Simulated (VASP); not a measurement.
Data:

```yaml
crystal:
  lattice:
    - [0.00000, 2.73459, 2.73459]
    - [2.73459, 0.00000, 2.73459]
    - [2.73459, 2.73459, 0.00000]
  atoms:
    - { symbol: Ca, position: [0.00000, 0.00000, 0.00000] }
    - { symbol: F, position: [0.25000, 0.25000, 0.25000] }
    - { symbol: F, position: [0.75000, 0.75000, 0.75000] }
```

All values below come from revTPSS meta-GGA, VASP's PBE PAW potentials (set 64) (plane waves; VASP). Numerical set-up: 520 eV cut-off, 7×7×7 Γ-centred mesh, Gaussian smearing of 0.050 eV, potentials Ca_sv F.

### Question
The job: CaF$_{2}$ (fluorite), 3 atoms, revTPSS, static run, 520 eV, 7×7×7 Γ-centred mesh. Roughly how much core time does it take on a busy server core?

### Answer
About 3 core-minutes (one run on a shared machine, a rough figure). It had 20 irreducible k-points, 16 bands, up to 1117 plane waves and 22 electronic steps.

The compound is CaF2 in the fluorite structure. It was relaxed first.
